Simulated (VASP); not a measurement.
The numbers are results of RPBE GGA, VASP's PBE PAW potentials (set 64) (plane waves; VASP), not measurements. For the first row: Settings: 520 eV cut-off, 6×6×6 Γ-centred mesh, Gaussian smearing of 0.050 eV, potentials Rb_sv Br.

```json
[
 {"system": "RbBr (rock salt)", "energy (eV/atom)": "-2.9116"},
 {"system": "Rb atom", "energy (eV/atom)": "-0.1317"},
 {"system": "Br atom", "energy (eV/atom)": "-0.3113"}
]
```

Atoms are spin-polarised in a large box without symmetry, with the spin fixed by Hund's rule, and may not be in the lowest state of each functional; no zero-point energy is added.

What is the cohesive energy per atom of RbBr?

The references average (1×(-0.1317) + 1×(-0.3113))/2 = -0.2215 eV, so the cohesive energy is -0.2215 − (-2.9116) = 2.690 eV/atom. Measured: 3.061 eV/atom at 0 K (as given by Klaus Doll et al., Physical review. B, Condensed matter (1998), arXiv:cond-mat/9801031; zero-point energy (Debye) added).
